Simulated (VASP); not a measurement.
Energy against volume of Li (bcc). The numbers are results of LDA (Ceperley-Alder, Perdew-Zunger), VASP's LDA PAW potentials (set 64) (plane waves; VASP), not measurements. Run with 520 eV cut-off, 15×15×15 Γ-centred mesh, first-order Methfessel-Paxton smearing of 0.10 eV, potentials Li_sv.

```csv
V (Å³/atom),E (eV/atom)
18.288,-2.04202
18.854,-2.04333
19.420,-2.04304
19.985,-2.04128
```

Problem. Fit these four points and predict the energy of the run at 17.723 Å³/atom.

Solution. A cubic in V^(−2/3), the third-order Birch-Murnaghan form, passes through the four points with V0 = 19.03 Å³/atom and B0 = 15 GPa, and gives -2.0390 eV/atom there. The run gave -2.0388 eV/atom, +0.2 meV/atom from the fit; all five points give B0 = 15 GPa.

The compound is Li in the bcc structure. It was relaxed first, which changed the volume by -11 %.
